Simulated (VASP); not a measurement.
Given:

```xyz
2
Lattice="0.0000 3.5115 3.5115 3.5115 0.0000 3.5115 3.5115 3.5115 0.0000" Properties=species:S:1:pos:R:3 pbc="T T T"
K      0.0000     0.0000     0.0000
I      3.5115     3.5115     3.5115
```

Method: PBE GGA with D3 dispersion (zero damping), VASP's PBE PAW potentials (set 64) (plane waves; VASP 6.6.1). Settings: 520 eV cut-off, 7×7×7 Γ-centred mesh, Gaussian smearing of 0.050 eV, potentials K_sv I.

### Question
The job: KI (rock salt), 2 atoms, PBE-D3 (zero damping), static run, 520 eV, 7×7×7 Γ-centred mesh. Roughly how much core time does it take on a busy server core?

### Answer
About 20 core-seconds (one run on a shared machine, a rough figure). It had 20 irreducible k-points, 12 bands, up to 2345 plane waves and 15 electronic steps.

The compound is KI in the rock salt structure. This cell is one point of a volume scan, at 0.97 of the reference volume.
